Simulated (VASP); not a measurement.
OSZICAR of a VASP run on Hg (relaxed from the bcc structure, space group Im-3m):

**OSZICAR**
```
       N       E                     dE             d eps       ncg     rms          rms(c)
DAV:   1     0.550729007846E+01    0.55073E+01   -0.59356E+03  1592   0.937E+02
DAV:   2    -0.524180890732E+02   -0.57925E+02   -0.54656E+02  1490   0.225E+02
DAV:   3    -0.533065050602E+02   -0.88842E+00   -0.88811E+00  1606   0.336E+01
DAV:   4    -0.533073066828E+02   -0.80162E-03   -0.80161E-03  1620   0.994E-01
DAV:   5    -0.533073081214E+02   -0.14386E-05   -0.14385E-05  1610   0.409E-02    0.244E+00
DAV:   6    -0.492252740739E+02    0.40820E+01   -0.28384E+00  1496   0.223E+01    0.472E+00
DAV:   7    -0.493531601547E+02   -0.12789E+00   -0.99065E-02  1588   0.421E+00    0.275E+00
DAV:   8    -0.493451173595E+02    0.80428E-02   -0.98068E-02  1464   0.371E+00    0.299E-01
DAV:   9    -0.492594856817E+02    0.85632E-01   -0.14289E-01  1450   0.295E+00    0.244E-01
DAV:  10    -0.493025252631E+02   -0.43040E-01   -0.10702E-02  1456   0.965E-01    0.259E-01
DAV:  11    -0.493577986600E+02   -0.55273E-01   -0.39339E-02  1466   0.167E+00    0.184E-01
DAV:  12    -0.493592605695E+02   -0.14619E-02   -0.19285E-03  1538   0.416E-01    0.229E-02
DAV:  13    -0.493592712839E+02   -0.10714E-04   -0.68428E-05  1532   0.796E-02    0.185E-02
DAV:  14    -0.493593241409E+02   -0.52857E-04   -0.72600E-05  1496   0.734E-02    0.917E-03
DAV:  15    -0.493593270572E+02   -0.29163E-05   -0.10570E-05  1502   0.267E-02    0.420E-03
DAV:  16    -0.493593312590E+02   -0.42019E-05   -0.25247E-06  1534   0.183E-02    0.284E-03
DAV:  17    -0.493593305870E+02    0.67203E-06   -0.48296E-07   796   0.825E-03
   1 F= -.49359331E+02 E0= -.49359247E+02  d E =-.493593E+02
       N       E                     dE             d eps       ncg     rms          rms(c)
DAV:   1    -0.493677893117E+02   -0.84581E-02   -0.17467E-01  1550   0.561E+00    0.686E-01
DAV:   2    -0.493597114738E+02    0.80778E-02   -0.23730E-02  1542   0.204E+00    0.195E-01
DAV:   3    -0.493596086524E+02    0.10282E-03   -0.12704E-03  1476   0.446E-01    0.194E-01
DAV:   4    -0.493588834752E+02    0.72518E-03   -0.93460E-04  1478   0.323E-01    0.205E-02
DAV:   5    -0.493596374858E+02   -0.75401E-03   -0.35132E-04  1476   0.222E-01    0.644E-03
DAV:   6    -0.493596503789E+02   -0.12893E-04   -0.86274E-06  1470   0.281E-02    0.386E-03
DAV:   7    -0.493596436320E+02    0.67469E-05   -0.13318E-06  1478   0.146E-02    0.145E-03
DAV:   8    -0.493596516598E+02   -0.80278E-05   -0.20118E-06  1464   0.168E-02    0.511E-04
DAV:   9    -0.493596506257E+02    0.10341E-05   -0.49465E-08   730   0.309E-03    0.142E-04
DAV:  10    -0.493596509718E+02   -0.34611E-06   -0.59700E-09   722   0.915E-04
   2 F= -.49359651E+02 E0= -.49359590E+02  d E =-.320385E-03
       N       E                     dE             d eps       ncg     rms          rms(c)
DAV:   1    -0.493682113517E+02   -0.85607E-02   -0.18113E-01  1550   0.571E+00    0.702E-01
DAV:   2    -0.493598339492E+02    0.83774E-02   -0.24570E-02  1542   0.207E+00    0.198E-01
DAV:   3    -0.493597380814E+02    0.95868E-04   -0.13341E-03  1476   0.457E-01    0.197E-01
DAV:   4    -0.493589661056E+02    0.77198E-03   -0.98371E-04  1478   0.330E-01    0.211E-02
DAV:   5    -0.493597687823E+02   -0.80268E-03   -0.37350E-04  1476   0.228E-01    0.646E-03
DAV:   6    -0.493597831590E+02   -0.14377E-04   -0.86727E-06  1462   0.285E-02    0.371E-03
DAV:   7    -0.493597759509E+02    0.72081E-05   -0.13600E-06  1470   0.146E-02    0.140E-03
DAV:   8    -0.493597842729E+02   -0.83220E-05   -0.19665E-06  1460   0.165E-02    0.503E-04
DAV:   9    -0.493597830619E+02    0.12109E-05   -0.50203E-08   720   0.314E-03    0.130E-04
DAV:  10    -0.493597834375E+02   -0.37558E-06   -0.51326E-09   720   0.848E-04
   3 F= -.49359783E+02 E0= -.49359762E+02  d E =-.452851E-03
```

Problem. Which electronic solver shows in the log?

Solution. It is blocked Davidson (ALGO = Normal, or the opening steps of other solvers). The INCAR had ALGO = Normal.

Problem. Can the final energy be trusted as converged?

Solution. Self-consistency was reached. It stopped with EDIFF = 1E-6, NELM = 100, NSW = 60 and EDIFFG = -0.01 after 3 ionic steps (r2SCAN meta-GGA, plane waves, VASP's PBE PAW potentials (set 64)).

The structure was generated: Hg was put into the bcc type (Im-3m), which need not be its known phase. This run relaxes it. Symmetry was kept, so distortions that lower it aren't found. The start is the result of an earlier pass.
